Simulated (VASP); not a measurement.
Computed with PBEsol GGA, VASP's PBE PAW potentials (set 64) (plane waves; VASP). For the first row: Numerical set-up: 520 eV cut-off, 8×8×8 Γ-centred mesh, tetrahedra with Blöchl corrections, potentials Rb_sv Li_sv.

```json
[
 {"system": "Rb3Li (space group I4/mmm)", "energy (eV/atom)": "-1.1390"},
 {"system": "Rb (bcc)", "energy (eV/atom)": "-1.0270"},
 {"system": "Li (bcc)", "energy (eV/atom)": "-1.9645"}
]
```

The references are the elements' solids at the same level; no temperature or zero-point terms are added.

**Question.** What is the formation energy per atom of Rb₃Li?

**Answer.** The references average (3×(-1.0270) + 1×(-1.9645))/4 = -1.2614 eV, so the formation energy is -1.1390 − (-1.2614) = 0.122 eV/atom.
